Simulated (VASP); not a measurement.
Computed with r2SCAN+rVV10, VASP's PBE PAW potentials (set 64) (plane waves; VASP 6.6.1).

VASP input:

File KPOINTS_OPT:
```
k-points along high-symmetry lines
10
Line-mode
Reciprocal
  0.000000   0.000000   0.000000 ! GAMMA
  0.000000   0.500000   0.000000 ! X

  0.000000   0.500000   0.000000 ! X
  0.500000   0.500000   0.000000 ! M

  0.500000   0.500000   0.000000 ! M
  0.000000   0.000000   0.000000 ! GAMMA

  0.000000   0.000000   0.000000 ! GAMMA
  0.500000   0.500000   0.500000 ! R

  0.500000   0.500000   0.500000 ! R
  0.000000   0.500000   0.000000 ! X

  0.500000   0.500000   0.500000 ! R
  0.500000   0.500000   0.000000 ! M
```

**INCAR**
```
SYSTEM = KTaO3
PREC = Accurate; ENCUT = 520; LREAL = .False.
LASPH = .True.
EDIFF = 1E-7; NELM = 100; ALGO = Normal
LMAXMIX = 6; LMIXTAU = .True.
ISMEAR = -5
METAGGA = R2SCAN; LUSE_VDW = .True.; BPARAM = 11.95
CPARAM = 0.0093
ISIF = 2
LWAVE = .False.; LCHARG = .False.; LORBIT = 11
NEDOS = 601
LEFG = .True.
```

File KPOINTS:
```
Automatic mesh
0
Gamma
6 6 6
0 0 0
```

File POSCAR:
```
KTaO3
1
    3.9880094711     0.0000000000    -0.0000000000
    0.0000000000     3.9880094711    -0.0000000000
    0.0000000000     0.0000000000     3.9880094711
K Ta O
1 1 3
Direct
  0.0000000000   0.0000000000   0.0000000000
  0.5000000000   0.5000000000   0.5000000000
  0.5000000000   0.0000000000   0.5000000000
  0.0000000000   0.5000000000   0.5000000000
  0.5000000000   0.5000000000   0.0000000000
```

POTCAR, in this order: K_sv Ta_pv O (PBE.64 set). Program: vasp_std.

Task: What will the output report for the number of irreducible k-points (NKPTS), largest plane-wave count, number of space-group operations, FFT grid (NGX, NGY, NGZ)?

Result: 
```json
{
  "number of irreducible k-points (NKPTS)": "20",
  "largest_plane_wave_count": "1743",
  "number_of_space_group_operations": "48",
  "FFT grid (NGX, NGY, NGZ)": "30 × 30 × 30"
}
```

The compound is KTaO3 in the cubic perovskite structure. It was relaxed first.
